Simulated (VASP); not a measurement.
A VASP calculation is set up with these files.

**POSCAR**
```
Lu
1.9159410
 -0.9999999774   0.9999999774   0.9999999774
  0.9999999774  -0.9999999774   0.9999999774
  0.9999999774   0.9999999774  -0.9999999774
Lu
1
Cartesian
  0.0000000000   0.0000000000   0.0000000000
```

INCAR:
```
ISMEAR=-5   ! tetrahedra, Bloechl
ISIF=2   ! forces and stress, cell fixed
EDIFF=1E-7   ! SCF stop (eV)
NELM=100
LCHARG=.TRUE.
LMAXMIX=6   ! l cut-off of mixed one-centre charges
NEDOS=601   ! DOS grid
LWAVE=.FALSE.
ALGO=Normal   ! blocked Davidson
ENCUT=400
LASPH=.TRUE.   ! aspherical one-centre terms
GGA=PS   ! PBEsol
SYSTEM=Lu
LORBIT=11   ! lm-projected
LREAL=.FALSE.   ! projection in real space or not
PREC=Accurate
```

### KPOINTS
```
Regular mesh
0
gamma
 15 15 15
0 0 0
```

POTCAR, in this order: Lu_3 (PBE.64 set). Program: vasp_std.

Task: Write an equivalent input for Ansatz.

Result: One equivalent input (not run):
Ansatz 0.2 input:
```yaml
crystal:
  lattice:
    - [-1.9159410, 1.9159410, 1.9159410]
    - [1.9159410, -1.9159410, 1.9159410]
    - [1.9159410, 1.9159410, -1.9159410]
  atoms:
    - { symbol: Lu, position: [0.0000000, 0.0000000, 0.0000000] }
kpoints:
  mp_grid: { grid: [15, 15, 15] }
hamiltonian:
  xc: pbesol
  pseudopotentials: { kind: paw }
scf:
  occupations: { method: tetrahedron }
  max_iter: 100
output: { forces: true, stress: true, eigenvalues: true }
```
The two are equivalent in intent, not identical: each code has its own PAW files, so the cut-off isn't converted (ENCUT is set for VASP's; basis.ecutwfc is left out, and Ansatz then takes the one that its files recommend); Ansatz stops its SCF on the density residual and VASP on the energy change (EDIFF).

The structure was generated: Lu was put into the bcc type (Im-3m), which need not be its known phase. It was relaxed first, which changed the volume by -5 %.
